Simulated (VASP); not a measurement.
Set up this calculation in VASP 6.6.1, as the native input.

```yaml
Task: relaxation of cell and atoms
Functional: PBE
Potentials_or_basis: VASP PAW PBE potentials, release 64 (Cs_sv, Pb, Br)
Cutoff: 300 eV
k_mesh: 2 × 2 × 2
Occupations: gaussian, width 0.03 eV
Spin: no spin polarisation
Further_INCAR_settings: ALGO = Normal; EDIFF = 1e-07; IBRION = 2; EDIFFG = -0.005; NSW = 90; ISIF = 3
```

The structure of CsPbBr3 lies in POSCAR:

```
CsPbBr3                                 
1.0
    8.5428285830      0.0000000000      0.0000000000
    0.0000000000     11.9179853078      0.0000000000
   -0.0000000000      0.0000000000      8.1876643389
  Cs              Pb              Br            
     4     4    12
Direct
     0.5618868482785082    0.2500000000000000    0.0175867164033015
     0.9381131517214918    0.7500000000000000    0.5175867164033019
     0.0618868482785083    0.2500000000000000    0.4824132835966985
     0.4381131517214917    0.7500000000000000    0.9824132835966981
     0.0000000000000000    0.5000000000000000    0.0000000000000000
     0.5000000000000000    0.5000000000000000    0.5000000000000000
     0.5000000000000000    0.0000000000000000    0.5000000000000000
     0.0000000000000000    0.0000000000000000    0.0000000000000000
     0.2978088023547037    0.4639524925099370    0.1982998628675673
     0.2021911976452963    0.5360475074900635    0.6982998628675675
     0.7978088023547035    0.0360475074900632    0.3017001371324329
     0.7021911976452965    0.9639524925099365    0.8017001371324325
     0.7021911976452965    0.5360475074900635    0.8017001371324325
     0.7978088023547035    0.4639524925099370    0.3017001371324329
     0.2021911976452963    0.9639524925099365    0.6982998628675675
     0.2978088023547037    0.0360475074900632    0.1982998628675673
     0.0125454919765586    0.7500000000000000    0.0694486951940390
     0.4874545080234413    0.2500000000000000    0.5694486951940390
     0.5125454919765584    0.7500000000000000    0.4305513048059610
     0.9874545080234416    0.2500000000000000    0.9305513048059610
```

One way to write it, as run:

INCAR

```
SYSTEM = CsPbBr3
PREC = Accurate
ENCUT = 300
EDIFF = 1E-7
ISMEAR = 0
SIGMA = 0.03
LREAL = .FALSE.
LASPH = .TRUE.
NELM = 80
ALGO = Normal
ISIF = 3
LWAVE = .FALSE.
LCHARG = .FALSE.
GGA = PE
IBRION = 2
NSW = 90
EDIFFG = -0.005
```

KPOINTS

```
regular mesh
0
G
  2 2 2
  0 0 0
```

Potentials or basis: VASP PAW PBE potentials, release 64 (Cs_sv, Pb, Br).

Command:

```bash
$ cat potpaw_PBE.64/Cs_sv/POTCAR potpaw_PBE.64/Pb/POTCAR potpaw_PBE.64/Br/POTCAR > POTCAR
$ mpirun -np 4 vasp_std > vasp.out
```

Results of the run:

The relaxed volume is 41.73 Å³/atom, the relaxed cell is a = 8.515 Å, b = 11.890 Å, c = 8.243 Å, α = 90.00°, β = 90.00°, γ = 90.00° and the space group after relaxing (to 0.05 Å) is Pnma (No. 62). The energy gained by relaxing is 0.1 meV/atom, the ionic steps are 25 and the pressure after relaxing is 0.0 GPa. The largest force after relaxing is 0.005 eV/Å. The band gap on the k mesh is 2.11 eV, direct.

Caveat: spin-orbit coupling is left out, which as a rule narrows the gap of such compounds by several tenths of an eV.

Run time: 13 min on 4 MPI ranks on Intel(R) Xeon(R) 6975P-C (Granite Rapids), on a shared host, peak memory 0.26 GiB a rank.
